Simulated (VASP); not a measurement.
Method: PBE GGA, VASP's PBE PAW potentials (set 64) (plane waves; VASP).

The input files of a VASP run:

**INCAR**
```
# general
SYSTEM=Be
PREC  =Accurate
ENCUT =520   # plane-wave cut-off (eV)
LREAL =.False.   # projection in real space or not
LASPH =.True.   # aspherical one-centre terms

# electronic loop
EDIFF =1E-7   # SCF stop (eV)
NELM  =100   # most electronic steps
ALGO  =Normal

# smearing
ISMEAR=-5   # tetrahedra, Bloechl

# functional
GGA   =PE   # PBE

# ions
ISIF  =2   # forces and stress, cell fixed

# output
LWAVE =.False.
LCHARG=.True.
LORBIT=11
NEDOS =601   # DOS grid
```

### KPOINTS
```
Automatic mesh
0
Gamma
21 21 12
0 0 0
```

**POSCAR**
```
Be
1
    1.1334613875    -1.9632125422     0.0000000000
    1.1334613875     1.9632125422     0.0000000000
    0.0000000000     0.0000000000     3.5578286555
Be
2
Direct
  0.3333330000   0.6666670000   0.2500000000
  0.6666670000   0.3333330000   0.7500000000
```

POTCAR, in this order: Be (PBE.64 set). Program: vasp_std.

For a metal the tetrahedron method with Blöchl corrections gives inexact stress and forces.

Task: Estimate the energy per atom (σ→0), band gap (on the k-mesh).

Result: 
```json
{
 "energy per atom (σ→0)": "-3.766 eV/atom",
 "band gap (on the k-mesh)": "none (metal, semimetal or under 0.01 eV)"
}
```

### OSZICAR
```
...
DAV:   5    -0.759599251165E+01   -0.50075E-07   -0.49328E-07  5280   0.250E-03    0.122E+00
DAV:   6    -0.754988495437E+01    0.46108E-01   -0.61864E-03  4584   0.116E+00    0.746E-01
DAV:   7    -0.753150952950E+01    0.18375E-01   -0.68273E-03  4638   0.121E+00    0.278E-02
DAV:   8    -0.753148762301E+01    0.21906E-04   -0.13695E-05  5976   0.447E-02    0.944E-03
DAV:   9    -0.753148598768E+01    0.16353E-05   -0.27317E-06  5016   0.206E-02    0.948E-04
DAV:  10    -0.753148586297E+01    0.12471E-06   -0.51689E-09  4698   0.793E-04    0.276E-04
DAV:  11    -0.753148576910E+01    0.93868E-07   -0.29634E-09  2670   0.736E-04
   1 F= -.75314858E+01 E0= -.75314858E+01  d E =0.000000E+00
```

The compound is Be in the hcp structure. It was relaxed first.
